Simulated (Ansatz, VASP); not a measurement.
ScNb2O3 in VASP and in Ansatz

```xyz
6
Lattice="5.1443 0.0000 0.0000 -2.5722 4.4551 0.0000 0.0000 0.0000 3.2720" Properties=species:S:1:pos:R:3 pbc="T T T"
Sc    0.0000    0.0000    0.0000
Nb    2.5722    1.4850    0.0000
Nb    0.0000    2.9701    0.0000
O    -1.2861    2.2276    1.6360
O     1.2861    2.2276    1.6360
O     2.5722    0.0000    1.6360
```

Change from the starting cell: species swapped into the YSi2Rh3 type (P6/mmm, No. 191).

Alike in both runs: functional PBE; k mesh 6 × 6 × 6; occupations gaussian, width 0.1 eV; no spin polarisation.

Ansatz relaxed the structure, and its values are those at the end. VASP's run is a single point on that final structure, the one shown.

|  | VASP | Ansatz |
| --- | --- | --- |
| version | VASP 6.6.1 | Ansatz 0.2.0 |
| potentials or method | VASP PAW PBE potentials, release 64 (Sc_sv, Nb_sv, O) | scalar-relativistic, plane waves, PAW |
| plane-wave cutoff (eV) | 520 | 420 |
| valence electrons in the cell | 55 | 55 |

Ansatz gave:

- gap on the k mesh at the Fermi level (eV): none
- pressure (GPa): -0.1

Problem. Which values does VASP return?

Solution. gap on the k mesh at the Fermi level (eV): none; pressure (GPa): -0.3.

A gap of «none» marks a metal or a gap that the smearing closes. The functional is the same, so the differences come from potentials, cutoffs and numerics.

Caveats: an odd number of electrons without spin polarisation forces a metal; a magnetic or distorted state may lie lower.
